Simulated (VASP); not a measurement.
Output of a VASP run:

**OSZICAR**
```
...
RMM:  22    -0.362169065526E+00   -0.65528E-09   -0.62303E-07   843   0.139E-04    0.580E-08
 Linear response progress:
  Degree of freedom:   5/  6
       N       E                     dE             d eps       ncg     rms          rms(c)
RMM:   1    -0.320718837604E+00   -0.32072E+00    0.20822E-01  1921   0.491E+00
RMM:   2    -0.329081284256E+00   -0.83624E-02   -0.22667E-02  2331   0.630E-01    0.361E-02
RMM:   3    -0.329159987659E+00   -0.78703E-04   -0.12987E-03  2441   0.157E-01    0.214E-02
RMM:   4    -0.329010225955E+00    0.14976E-03   -0.20839E-04  2585   0.507E-02    0.507E-03
RMM:   5    -0.329005849318E+00    0.43766E-05   -0.24227E-05  2426   0.145E-02    0.210E-03
RMM:   6    -0.329010486541E+00   -0.46372E-05   -0.40832E-06  2582   0.655E-03    0.830E-04
RMM:   7    -0.329011359150E+00   -0.87261E-06    0.34639E-06  2478   0.207E-03    0.537E-04
RMM:   8    -0.329011896935E+00   -0.53778E-06    0.22921E-06  2545   0.947E-04    0.196E-04
RMM:   9    -0.329010138384E+00    0.17586E-05    0.24408E-06  2576   0.540E-04    0.361E-05
RMM:  10    -0.329009918086E+00    0.22030E-06    0.91364E-07  3014   0.293E-04    0.169E-05
RMM:  11    -0.329009839623E+00    0.78463E-07    0.66355E-07  3076   0.215E-04    0.974E-06
RMM:  12    -0.329009817563E+00    0.22061E-07    0.45933E-07  3189   0.186E-04    0.224E-06
RMM:  13    -0.329009807541E+00    0.10022E-07    0.29265E-07  3247   0.175E-04    0.102E-06
RMM:  14    -0.329009824008E+00   -0.16467E-07    0.16450E-07  3210   0.170E-04    0.447E-07
RMM:  15    -0.329009835342E+00   -0.11334E-07    0.68058E-08  3175   0.167E-04    0.245E-07
RMM:  16    -0.329009838601E+00   -0.32595E-08    0.61271E-09  3194   0.166E-04    0.180E-07
 Linear response progress:
  Degree of freedom:   6/  6
       N       E                     dE             d eps       ncg     rms          rms(c)
RMM:   1    -0.354260537640E+00   -0.35426E+00    0.24456E-01   742   0.495E+00
RMM:   2    -0.362400642283E+00   -0.81401E-02   -0.21731E-02   832   0.649E-01    0.417E-02
RMM:   3    -0.362408167449E+00   -0.75252E-05   -0.15115E-03   935   0.190E-01    0.236E-02
RMM:   4    -0.362285285683E+00    0.12288E-03   -0.11788E-04   876   0.557E-02    0.117E-02
RMM:   5    -0.362232636302E+00    0.52649E-04   -0.21766E-05   838   0.227E-02    0.537E-03
RMM:   6    -0.362229437550E+00    0.31988E-05   -0.59555E-06   956   0.100E-02    0.280E-03
RMM:   7    -0.362235136528E+00   -0.56990E-05   -0.10585E-06   881   0.413E-03    0.977E-04
RMM:   8    -0.362239185984E+00   -0.40495E-05   -0.22154E-07   966   0.189E-03    0.458E-04
RMM:   9    -0.362240253301E+00   -0.10673E-05   -0.67855E-08   931   0.805E-04    0.177E-04
RMM:  10    -0.362240692123E+00   -0.43882E-06    0.59696E-08   920   0.430E-04    0.547E-05
RMM:  11    -0.362240851631E+00   -0.15951E-06    0.11623E-07   915   0.242E-04    0.305E-05
RMM:  12    -0.362240753832E+00    0.97799E-07    0.81151E-08   950   0.165E-04    0.187E-05
RMM:  13    -0.362240649515E+00    0.10432E-06    0.42307E-08   881   0.145E-04    0.127E-05
RMM:  14    -0.362240621394E+00    0.28121E-07    0.83908E-08   957   0.125E-04    0.614E-06
RMM:  15    -0.362240581113E+00    0.40282E-07    0.75569E-08  1043   0.109E-04    0.386E-06
RMM:  16    -0.362240578295E+00    0.28180E-08    0.77881E-08  1033   0.101E-04    0.236E-06
 Linear response finished
```

File OUTCAR:
```
------------------------ aborting loop because EDIFF is reached ----------------------------------------

   1 f  =    3.793397 THz    23.834619 2PiTHz  126.534118 cm-1    15.688224 meV
             X         Y         Z           dx          dy          dz
      2.240877  1.293769  8.000006     0.000000    0.000000   -0.472638
      0.000000  0.000000  9.597105    -0.000000   -0.000000    0.523403
     -0.000002  2.587541 11.953300     0.000000    0.000000   -0.051600
      2.240877  1.293769 13.550500    -0.000000   -0.000000   -0.051600
      0.000000  0.000000 15.906695    -0.000000   -0.000000    0.523403
     -0.000002  2.587541 17.503794     0.000000    0.000000   -0.472638

   2 f  =    3.789372 THz    23.809325 2PiTHz  126.399836 cm-1    15.671575 meV
             X         Y         Z           dx          dy          dz
      2.240877  1.293769  8.000006     0.000000    0.000000   -0.282752
      0.000000  0.000000  9.597105    -0.000000    0.000000    0.253662
     -0.000002  2.587541 11.953300     0.000000   -0.000000    0.596412
      2.240877  1.293769 13.550500    -0.000000    0.000000   -0.596412
      0.000000  0.000000 15.906695    -0.000000    0.000000   -0.253662
     -0.000002  2.587541 17.503794     0.000000   -0.000000    0.282752

   3 f  =    3.701137 THz    23.254929 2PiTHz  123.456639 cm-1    15.306666 meV
             X         Y         Z           dx          dy          dz
      2.240877  1.293769  8.000006    -0.000000    0.000000    0.395589
      0.000000  0.000000  9.597105     0.000000   -0.000000   -0.447883
     -0.000002  2.587541 11.953300     0.000000   -0.000000    0.378034
      2.240877  1.293769 13.550500    -0.000000    0.000000   -0.378034
      0.000000  0.000000 15.906695    -0.000000    0.000000    0.447883
     -0.000002  2.587541 17.503794     0.000000   -0.000000   -0.395589

   4 f  =    3.454703 THz    21.706541 2PiTHz  115.236496 cm-1    14.287498 meV
             X         Y         Z           dx          dy          dz
      2.240877  1.293769  8.000006     0.000000   -0.363884    0.000000
      0.000000  0.000000  9.597105    -0.000000    0.350688   -0.000000
     -0.000002  2.587541 11.953300    -0.000000    0.494577    0.000000
      2.240877  1.293769 13.550500     0.000000   -0.494577   -0.000000
      0.000000  0.000000 15.906695     0.000000   -0.350688    0.000000
     -0.000002  2.587541 17.503794    -0.000000    0.363884   -0.000000

   5 f  =    3.454703 THz    21.706537 2PiTHz  115.236477 cm-1    14.287496 meV
             X         Y         Z           dx          dy          dz
      2.240877  1.293769  8.000006     0.363884    0.000000   -0.000000
      0.000000  0.000000  9.597105    -0.350688   -0.000000    0.000000
     -0.000002  2.587541 11.953300    -0.494577   -0.000000    0.000000
      2.240877  1.293769 13.550500     0.494577    0.000000   -0.000000
      0.000000  0.000000 15.906695     0.350688    0.000000    0.000000
     -0.000002  2.587541 17.503794    -0.363884   -0.000000   -0.000000

   6 f  =    3.352511 THz    21.064447 2PiTHz  111.827724 cm-1    13.864864 meV
             X         Y         Z           dx          dy          dz
      2.240877  1.293769  8.000006    -0.000000    0.496552    0.000000
      0.000000  0.000000  9.597105     0.000000   -0.503352   -0.000000
     -0.000002  2.587541 11.953300    -0.000000    0.008537    0.000000
      2.240877  1.293769 13.550500    -0.000000    0.008537   -0.000000
      0.000000  0.000000 15.906695     0.000000   -0.503352    0.000000
     -0.000002  2.587541 17.503794    -0.000000    0.496552   -0.000000

   7 f  =    3.352510 THz    21.064443 2PiTHz  111.827705 cm-1    13.864862 meV
             X         Y         Z           dx          dy          dz
      2.240877  1.293769  8.000006     0.496552    0.000000    0.000000
      0.000000  0.000000  9.597105    -0.503352   -0.000000   -0.000000
     -0.000002  2.587541 11.953300     0.008537    0.000000   -0.000000
      2.240877  1.293769 13.550500     0.008537    0.000000    0.000000
      0.000000  0.000000 15.906695    -0.503352   -0.000000   -0.000000
     -0.000002  2.587541 17.503794     0.496552    0.000000   -0.000000

   8 f  =    3.154957 THz    19.823179 2PiTHz  105.238036 cm-1    13.047848 meV
             X         Y         Z           dx          dy          dz
      2.240877  1.293769  8.000006    -0.000000    0.349828   -0.000000
      0.000000  0.000000  9.597105     0.000000   -0.349668   -0.000000
     -0.000002  2.587541 11.953300    -0.000000    0.505324   -0.000000
...
```
(Selected blocks of OUTCAR.)

POSCAR:
```
Bi
1
    4.4817500000     0.0000000000     0.0000000000
   -2.2408750000     3.8813100000     0.0000000000
    0.0000000000     0.0000000000    25.5038000000
Bi
6
Direct
  0.6666670000   0.3333330000   0.3136790000
  0.0000000000   0.0000000000   0.3763010000
  0.3333330000   0.6666670000   0.4686870000
  0.6666670000   0.3333330000   0.5313130000
  0.0000000000   0.0000000000   0.6236990000
  0.3333330000   0.6666670000   0.6863210000
```

Question: Write an INCAR and KPOINTS that could have produced this output.

Answer: Several could match; the one computed here: the input of the run itself, PBE GGA, plane waves, VASP's PBE PAW potentials (set 64).

### INCAR
```
SYSTEM = Bi
PREC = Accurate; ENCUT = 300; LREAL = .FALSE.
LASPH = .TRUE.
EDIFF = 1E-8; NELM = 100; ALGO = Normal
LMAXMIX = 4
ISMEAR = -1; SIGMA = 0.1
GGA = PE
IBRION = 8; NSW = 1; ISIF = 2
LWAVE = .FALSE.; LCHARG = .FALSE.
LEPSILON = .FALSE.
```

File KPOINTS:
```
Automatic mesh
0
Gamma
5 5 1
0 0 0
```

POTCAR, in this order: Bi_d (PBE.64 set). Program: vasp_std.

The cell holds a wide vacuum, so values per volume refer to the whole cell.

The cell is a sheet with vacuum, built from a generated structure.
